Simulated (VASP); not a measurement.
Al15SbN16 (a cell with a defect), 32 atoms in the cell. The cell holds a defect, 32 atoms: a = 6.226 Å, b = 6.226 Å, c = 9.962 Å, α = 90.00°, β = 90.00°, γ = 120.00°. 

```yaml
Program: VASP 6.6.1
Task: electric field gradients
Functional: r2SCAN
Potentials_or_basis: VASP PAW PBE potentials, release 64 (Sb, Al, N)
Cutoff: 520 eV
k_mesh: 4 × 4 × 2
Occupations: fermi-dirac, width 0.01 eV
Spin: no spin polarisation
Dipole_correction: no
Further_INCAR_settings: LREAL = Auto; ALGO = Normal; EDIFF = 1e-08; NBANDS = 87
```

Potentials or basis: VASP PAW PBE potentials, release 64 (Sb, Al, N).

Run with:

```sh
$ cat potpaw_PBE.64/Sb/POTCAR potpaw_PBE.64/Al/POTCAR potpaw_PBE.64/N/POTCAR > POTCAR
$ cp INCAR.step1 INCAR
$ mpirun -np 1 vasp_std > vasp.out
$ cp INCAR.step2 INCAR
$ mpirun -np 1 vasp_std > vasp.out
```

Hardware: 1 thread of AMD EPYC 7R43 64-Core Processor (Zen 3) (shared host).

**Question.** How long does it take, and how much memory?

**Answer.** It took 45 min on 1 thread of AMD EPYC 7R43 64-Core Processor (Zen 3) (shared host), peak memory 0.49 GiB. Counts: scf iterations 21, k points 8.
